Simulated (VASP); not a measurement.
An input for Quantum ESPRESSO's pw.x (written as the equivalent of a VASP run, and not itself run):

```
&CONTROL
  calculation = 'vc-relax'
  pseudo_dir = './pseudo'
  outdir = './out'
  tprnfor = .true.
  tstress = .true.
  nstep = 30
  forc_conv_thr = 0.00039
/
&SYSTEM
  ibrav = 0
  nat = 2
  ntyp = 1
  ecutwfc = 84
  occupations = 'smearing'
  smearing = 'methfessel-paxton'
  degauss = 0.00735
  input_dft = 'vdw-df2'
/
&ELECTRONS
  conv_thr = 7.3e-09
  electron_maxstep = 100
/
&IONS
/
&CELL
  cell_dofree = 'shape'
/
ATOMIC_SPECIES
  Mg 24.305 Mg.upf
CELL_PARAMETERS angstrom
     1.6057259   -2.7811993    0.0000000
     1.6057259    2.7811993    0.0000000
     0.0000000    0.0000000    5.1084326
ATOMIC_POSITIONS crystal
  Mg   0.3333330  0.6666670  0.2500000
  Mg   0.6666670  0.3333330  0.7500000
K_POINTS automatic
  13 13 7 0 0 0
```

Question: Write the VASP files for the same calculation (vdW-DF2).

Answer: This is not unique; one that fits is 
**POSCAR**
```
Mg
1.0
  1.6057259029  -2.7811993013   0.0000000000
  1.6057259029   2.7811993013   0.0000000000
  0.0000000000   0.0000000000   5.1084326113
Mg
2
Cart
  1.6057259029   0.9270682879   1.2771081528
  1.6057259029  -0.9270682879   3.8313244585
```

KPOINTS:
```
Automatic mesh
0
Gamma
13 13 7
0 0 0
```

**INCAR**
```
# general
SYSTEM   = Mg
PREC     = Accurate
ENCUT    = 520
LREAL    = .FALSE.
LASPH    = .TRUE.

# electronic loop
EDIFF    = 1E-7
NELM     = 100
ALGO     = Normal

# smearing
ISMEAR   = 1
SIGMA    = 0.1

# functional
GGA      = ML
LUSE_VDW = .TRUE.
AGGAC    = 0.0
ZAB_VDW  = -1.8867

# ions
IBRION   = 2
NSW      = 30
ISIF     = 4
EDIFFG   = -0.01

# output
LWAVE    = .FALSE.
LCHARG   = .FALSE.
```

POTCAR, in this order: Mg (PBE.64 set). Program: vasp_std.

Limits of the translation: the potentials are each code's own (VASP's PAW set, PseudoDojo norm-conserving files in pw.x), so ENCUT and ecutwfc are chosen apart and not converted; conv_thr bounds pw.x's estimated SCF error, while EDIFF bounds the energy change between steps; forc_conv_thr acts on force components and is met together with etot_conv_thr.

The compound is Mg in the hcp structure. This run relaxes it. Symmetry was kept, so distortions that lower it aren't found.
